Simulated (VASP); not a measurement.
VASP ran on this input.

**INCAR**
```
! general
SYSTEM   =  PbTe
PREC     =  Accurate
ENCUT    =  500
LREAL    =  .FALSE.
LASPH    =  .TRUE.

! electronic loop
EDIFF    =  1E-6
NELM     =  100
ALGO     =  Normal
LMAXMIX  =  4

! smearing
ISMEAR   =  1
SIGMA    =  0.1

! functional
GGA      =  PS

! ions
IBRION   =  2
NSW      =  40
ISIF     =  3
EDIFFG   =  -0.02
PSTRESS  =  450

! output
LWAVE    =  .FALSE.
LCHARG   =  .FALSE.
```

File KPOINTS:
```
Regular mesh
0
G
 11 11 11
```

File POSCAR:
```
PbTe
1.0
  0.0000000000   3.0021944401   3.0021944401
  3.0021944401   0.0000000000   3.0021944401
  3.0021944401   3.0021944401   0.0000000000
Pb Te
1 1
Cart
  0.0000000000   0.0000000000   0.0000000000
  1.5010972200   1.5010972200   1.5010972200
```

POTCAR, in this order: Pb_d Te (PBE.64 set). Program: vasp_std.

Translate this PBEsol calculation to Quantum ESPRESSO's pw.x.

One equivalent input (not run):
```
&CONTROL
  calculation = 'vc-relax'
  pseudo_dir = './pseudo'
  outdir = './out'
  tprnfor = .true.
  tstress = .true.
  nstep = 40
  forc_conv_thr = 0.00078
/
&SYSTEM
  ibrav = 0
  nat = 2
  ntyp = 2
  ecutwfc = 82.3
  occupations = 'smearing'
  smearing = 'methfessel-paxton'
  degauss = 0.00735
  input_dft = 'pbesol'
/
&ELECTRONS
  conv_thr = 7.3e-08
  electron_maxstep = 100
/
&IONS
/
&CELL
  press = 450
/
ATOMIC_SPECIES
  Pb 207.200 Pb.upf
  Te 127.600 Te.upf
CELL_PARAMETERS angstrom
     0.0000000    3.0021944    3.0021944
     3.0021944    0.0000000    3.0021944
     3.0021944    3.0021944    0.0000000
ATOMIC_POSITIONS crystal
  Pb   0.0000000  0.0000000  0.0000000
  Te   0.2500000  0.2500000  0.2500000
K_POINTS automatic
  11 11 11 0 0 0
```
What does not carry over: the potentials are each code's own (VASP's PAW set, PseudoDojo norm-conserving files in pw.x), so ENCUT and ecutwfc are chosen apart and not converted; conv_thr bounds pw.x's estimated SCF error, while EDIFF bounds the energy change between steps; forc_conv_thr acts on force components and is met together with etot_conv_thr.

The structure was generated: PbTe was put into the zinc blende type (F-43m), which need not be its known phase. This run relaxes it under an external pressure of 45 GPa. Symmetry was kept, so distortions that lower it aren't found.
